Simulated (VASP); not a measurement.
All values below come from PBE GGA, VASP's PBE PAW potentials (set 64) (plane waves; VASP).

A VASP calculation is set up with these files.

### POSCAR
```
Ca
1.0
  0.0000000000   2.5763088243   2.5763088243
  2.5763088243   0.0000000000   2.5763088243
  2.5763088243   2.5763088243   0.0000000000
Ca
1
Cart
  0.0000000000   0.0000000000   0.0000000000
```

**KPOINTS**
```
Regular mesh
0
gamma
 12 12 12
0 0 0
```

### INCAR
```
ALGO  =  Normal
LCHARG  =  .FALSE.
LASPH  =  .TRUE.   # aspherical one-centre terms
GGA  =  PE
EDIFF  =  1E-6   # SCF stop (eV)
PREC  =  Accurate
ISMEAR  =  1   # Methfessel-Paxton
ENCUT  =  500   # plane-wave cut-off (eV)
NELM  =  100   # most electronic steps
LWAVE  =  .FALSE.
ISIF  =  3
NSW  =  40   # most ionic steps
LREAL  =  .FALSE.   # projection in real space or not
IBRION  =  2   # conjugate gradients
SIGMA  =  0.1   # width (eV)
PSTRESS  =  50   # kbar
EDIFFG  =  -0.02   # ionic stop
SYSTEM  =  Ca
```

POTCAR, in this order: Ca_sv (PBE.64 set). Program: vasp_std.

The run wrote:

### OSZICAR
```
       N       E                     dE             d eps       ncg     rms          rms(c)
DAV:   1     0.633102312969E+02    0.63310E+02   -0.52026E+03  1296   0.102E+03
DAV:   2    -0.477067202675E+00   -0.63787E+02   -0.63544E+02  1324   0.233E+02
DAV:   3    -0.179829604381E+01   -0.13212E+01   -0.13128E+01  1965   0.350E+01
DAV:   4    -0.184209686897E+01   -0.43801E-01   -0.43770E-01  1832   0.490E+00
DAV:   5    -0.184276803777E+01   -0.67117E-03   -0.67099E-03  2111   0.432E-01    0.202E+00
DAV:   6    -0.182497252049E+01    0.17796E-01   -0.15065E-02  1584   0.150E+00    0.123E+00
DAV:   7    -0.181846487953E+01    0.65076E-02   -0.19138E-02  1664   0.183E+00    0.107E-01
DAV:   8    -0.181801727131E+01    0.44761E-03   -0.22752E-03  1498   0.506E-01    0.235E-02
DAV:   9    -0.181802749161E+01   -0.10220E-04   -0.94537E-05  1964   0.953E-02    0.923E-03
DAV:  10    -0.181802817753E+01   -0.68592E-06   -0.34511E-06  1717   0.208E-02
   1 F= -.75073636E+00 E0= -.75078423E+00  d E =-.750736E+00
       N       E                     dE             d eps       ncg     rms          rms(c)
DAV:   1    -0.181531825006E+01    0.27092E-02   -0.26167E-02  1399   0.196E+00    0.184E-01
DAV:   2    -0.181459157049E+01    0.72668E-03   -0.23823E-03  1412   0.605E-01    0.931E-02
DAV:   3    -0.181441643005E+01    0.17514E-03   -0.13690E-03  1856   0.333E-01    0.320E-02
DAV:   4    -0.181442473893E+01   -0.83089E-05   -0.63613E-05  1443   0.102E-01    0.148E-02
DAV:   5    -0.181445037541E+01   -0.25636E-04   -0.41156E-05  1983   0.349E-02    0.398E-03
DAV:   6    -0.181445098783E+01   -0.61242E-06   -0.53968E-07   834   0.672E-03
   2 F= -.75076622E+00 E0= -.75083909E+00  d E =-.298584E-04
```

### OUTCAR
```
------------------------ aborting loop because EDIFF is reached ----------------------------------------
  FORCE on cell =-STRESS in cart. coord.  units (eV):
  Direction    XX          YY          ZZ          XY          YZ          ZX
  --------------------------------------------------------------------------------------
  Total        1.0668478      1.0668478      1.0668478      0.0000000      0.0000000      0.0000000
  in kB       50.1486844     50.1486844     50.1486844      0.0000000      0.0000000      0.0000000
  external PRESSURE =       0.1486844 kB  Pullay stress =      50.0000000 kB
  volume of cell :       34.08
      direct lattice vectors                 reciprocal lattice vectors
    -0.000000000  2.573403228  2.573403228    -0.194295241  0.194295241  0.194295241
     2.573403228  0.000000000  2.573403228     0.194295241 -0.194295241  0.194295241
     2.573403228  2.573403228  0.000000000     0.194295241  0.194295241 -0.194295241
 POSITION                                       TOTAL-FORCE (eV/Angst)
 -----------------------------------------------------------------------------------
      2.57340      2.57340      5.14681        -0.000000     -0.000000     -0.000000
 -----------------------------------------------------------------------------------
    total drift:                                0.000000     -0.000000      0.000000
  FREE ENERGIE OF THE ION-ELECTRON SYSTEM (eV)
  ---------------------------------------------------
  free  energy   TOTEN  =        -1.8144509878 eV

  energy  without entropy=       -1.8146696141  energy(sigma->0) =       -1.81452386
  enthalpy is  TOTEN    =        -0.7507662162 eV   P V=        1.0636847716

 reached required accuracy - stopping structural energy minimisation
```
(Selected blocks of OUTCAR.)

CONTCAR:
```
Ca
   1.00000000000000
    -0.0000000000000000    2.5734032277552124    2.5734032277552124
     2.5734032277552124    0.0000000000000000    2.5734032277552124
     2.5734032277552124    2.5734032277552124    0.0000000000000000
  Ca
     1
Direct
     1.0000000000000000    1.0000000000000000    0.0000000000000000
```

The compound is Ca in the fcc structure. This run relaxes it under an external pressure of 5 GPa. Symmetry was kept, so distortions that lower it aren't found.
